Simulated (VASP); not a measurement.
Crystal: Cu.

```
Cu
1.0
     0.00000    1.80750    1.80750
     1.80750    0.00000    1.80750
     1.80750    1.80750    0.00000
Cu
1
Cartesian
  0.0000 0.0000 0.0000
```

```yaml
Program: VASP 6.6.1
Task: relaxation of cell and atoms
Functional: r2SCAN
Potentials_or_basis: VASP PAW PBE potentials, release 64 (Cu)
Cutoff: 600 eV
k_mesh: 20 × 20 × 20
Occupations: gaussian, width 0.1 eV
Spin: no spin polarisation
```

At the start: pressure -4.2 GPa; volume 11.81 Å³/atom.

Q: How do energy, volume and symmetry change on relaxing?

A: Over 3 steps the energy falls by 4.3 meV/atom and the volume is 11.49 Å³/atom (-2.7 %); space group Fm-3m (No. 225, to 0.05 Å).

The path:
| step | energy change (eV) | largest force (eV/Å) | pressure (GPa) | volume (Å³) |
| --- | --- | --- | --- | --- |
| 1 | 0.0000 | 0.0000 | -4.18 | 11.81 |
| 2 | -0.0026 | 0.0000 | 2.75 | 11.29 |
| 3 | -0.0043 | 0.0000 | -0.01 | 11.49 |

Final structure:
```
Cu
1.0
     0.00000    1.79093    1.79093
     1.79093    0.00000    1.79093
     1.79093    1.79093    0.00000
Cu
1
Direct
  0.00000 0.00000 0.00000
```

Caveat: the PAW data sets were made with another functional, which shifts forces and pressure a little.
